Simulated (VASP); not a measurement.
Output of a VASP run:

### OSZICAR
```
       N       E                     dE             d eps       ncg     rms          rms(c)
DAV:   1     0.136852497535E+03    0.13685E+03   -0.73511E+03    42   0.525E+02
DAV:   2     0.683188838535E+01   -0.13002E+03   -0.12804E+03    43   0.209E+02
DAV:   3    -0.164379606111E+01   -0.84757E+01   -0.84576E+01    43   0.595E+01
DAV:   4    -0.177816703136E+01   -0.13437E+00   -0.13418E+00    52   0.770E+00
DAV:   5    -0.177873220312E+01   -0.56517E-03   -0.56512E-03    50   0.462E-01    0.801E+00
DAV:   6    -0.140263977431E+00    0.16385E+01   -0.48063E+00    50   0.150E+01    0.542E+00
DAV:   7    -0.478430478697E-01    0.92421E-01   -0.44898E-01    34   0.370E+00    0.228E+00
DAV:   8    -0.402582893739E-01    0.75848E-02   -0.50643E-02    44   0.153E+00    0.781E-01
DAV:   9    -0.417365714316E-01   -0.14783E-02   -0.61839E-03    35   0.526E-01    0.145E-01
DAV:  10    -0.413549715790E-01    0.38160E-03   -0.10490E-03    25   0.184E-01
   1 F= -.41354972E-01 E0= 0.31918076E-02  d E =-.890936E-01
```

**OUTCAR**
```
------------------------ aborting loop because EDIFF is reached ----------------------------------------
  FORCE on cell =-STRESS in cart. coord.  units (eV):
  Direction    XX          YY          ZZ          XY          YZ          ZX
  --------------------------------------------------------------------------------------
  Total        7.6968038      7.6968041     -9.6544822      0.0000011     -0.0000000      0.0000000
  in kB       55.2833301     55.2833322    -69.3446190      0.0000082     -0.0000000      0.0000000
  external PRESSURE =      13.7406811 kB  Pullay stress =       0.0000000 kB
  volume of cell :      223.06
      direct lattice vectors                 reciprocal lattice vectors
     3.881087000  0.000000000  0.000000000     0.257659774  0.148759899  0.000000000
    -1.940543000  3.361120000  0.000000000     0.000000000  0.297519874  0.000000000
     0.000000000  0.000000000 17.099736000     0.000000000  0.000000000  0.058480435
 POSITION                                       TOTAL-FORCE (eV/Angst)
 -----------------------------------------------------------------------------------
      0.00000      0.00000      8.54987         0.000000      0.000000      0.000000
     -0.00000      2.24075     10.09974         0.000000      0.000000      0.586442
      1.94055      1.12037      7.00000        -0.000000      0.000000     -0.586442
 -----------------------------------------------------------------------------------
    total drift:                                0.000000      0.000000      0.000000
  FREE ENERGIE OF THE ION-ELECTRON SYSTEM (eV)
  ---------------------------------------------------
  free  energy   TOTEN  =        -0.0413549716 eV

  energy  without entropy=        0.0477385869  energy(sigma->0) =        0.00319181
```
(Selected blocks of OUTCAR.)

POSCAR:
```
SnSe2
1
    3.8810870000     0.0000000000     0.0000000000
   -1.9405430000     3.3611200000     0.0000000000
    0.0000000000     0.0000000000    17.0997360000
Sn Se
1 2
Direct
  0.0000000000   0.0000000000   0.5000000000
  0.3333330000   0.6666670000   0.5906370000
  0.6666670000   0.3333330000   0.4093630000
```

Reconstruct the remaining input files.

One answer among several that fit: the input of the run itself, LDA (Ceperley-Alder, Perdew-Zunger), plane waves, VASP's LDA PAW potentials (set 64).

**INCAR**
```
# general
SYSTEM  = SnSe2
PREC    = Accurate
ENCUT   = 180
LREAL   = .FALSE.   # projection in real space or not
LASPH   = .TRUE.

# electronic loop
EDIFF   = 1E-03
NELM    = 100   # most electronic steps
ALGO    = Normal
LMAXMIX = 4

# smearing
ISMEAR  = -1
SIGMA   = 0.136   # width (eV)

# ions
ISIF    = 2

# output
LWAVE   = .FALSE.
LCHARG  = .FALSE.
```

**KPOINTS**
```
Automatic mesh
0
Gamma
1 1 1
0 0 0
```

POTCAR, in this order: Sn_d Se (LDA.64 set). Program: vasp_std.

At this cut-off the stress carries a Pulay error, which pulls relaxed volumes low. The cell holds a wide vacuum, so values per volume refer to the whole cell.

The cell is a sheet with vacuum, built from a generated structure.
